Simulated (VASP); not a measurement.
Consider the following.

```xyz
2
Lattice="0.0000 2.6558 2.6425 2.6425 0.0000 2.6425 2.6425 2.6558 0.0000" Properties=species:S:1:pos:R:3 pbc="T T T"
K      0.0000     0.0000     0.0000
F      2.6425     2.6558     2.6425
```

All values below come from PBEsol GGA, VASP's PBE PAW potentials (set 64) (plane waves; VASP 6.6.1). Run with 600 eV cut-off, 8×8×8 Γ-centred mesh, Gaussian smearing of 0.050 eV, potentials K_sv F.

Question: What does the run give for the energy per atom (σ→0), band gap (on the k-mesh) with the smallest direct gap where there is one?

Answer: 
- band gap (on the k-mesh): 6.17 eV
- smallest direct gap (on the k-mesh): 6.17 eV
- energy per atom (σ→0): -4.260 eV/atom

Only differences to runs with the same potentials and settings are physical.

The compound is KF in the rock salt structure. This cell was strained or had an atom moved on purpose.
